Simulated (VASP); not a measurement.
A VASP calculation is set up with these files.

### POSCAR
```
HfB2
1.0
  1.5504478561  -2.6854546847   0.0000000000
  1.5504478561   2.6854546847   0.0000000000
  0.0000000000   0.0000000000   3.4353796636
Hf B
1 2
Direct
  0.0000000000   0.0000000000   0.0000000000
  0.3333330000   0.6666670000   0.5000000000
  0.6666670000   0.3333330000   0.5000000000
```

File KPOINTS:
```
Automatic mesh
0
Gamma
13 13 10
0 0 0
```

### INCAR
```
SYSTEM = HfB2
PREC = Accurate
ENCUT = 520
EDIFF = 1E-7
NELM = 100
ALGO = Normal
LREAL = .FALSE.
LASPH = .TRUE.
ISMEAR = -5
LMAXMIX = 6
LWAVE = .FALSE.
LCHARG = .TRUE.
LORBIT = 11
NEDOS = 601
ISIF = 2
LEFG = .TRUE.
```

POTCAR, in this order: Hf_pv B (LDA.64 set). Program: vasp_std.

Task: Write an equivalent input for Quantum ESPRESSO's pw.x.

Result: One equivalent input (not run):
```
&CONTROL
  calculation = 'scf'
  pseudo_dir = './pseudo'
  outdir = './out'
  tprnfor = .true.
  tstress = .true.
/
&SYSTEM
  ibrav = 0
  nat = 3
  ntyp = 2
  ecutwfc = 76
  occupations = 'tetrahedra'
  input_dft = 'pz'
/
&ELECTRONS
  conv_thr = 7.3e-09
  electron_maxstep = 100
/
ATOMIC_SPECIES
  Hf 178.490 Hf.upf
  B 10.810 B.upf
CELL_PARAMETERS angstrom
     1.5504479   -2.6854547    0.0000000
     1.5504479    2.6854547    0.0000000
     0.0000000    0.0000000    3.4353797
ATOMIC_POSITIONS crystal
  Hf   0.0000000  0.0000000  0.0000000
  B    0.3333330  0.6666670  0.5000000
  B    0.6666670  0.3333330  0.5000000
K_POINTS automatic
  13 13 10 0 0 0
```
Limits of the translation: the potentials are each code's own (VASP's PAW set, PseudoDojo norm-conserving files in pw.x), so ENCUT and ecutwfc are chosen apart and not converted; conv_thr bounds pw.x's estimated SCF error, while EDIFF bounds the energy change between steps; the field gradients of LEFG aren't asked of the other code.

The compound is HfB2 in the AlB2 type structure. It was relaxed first.
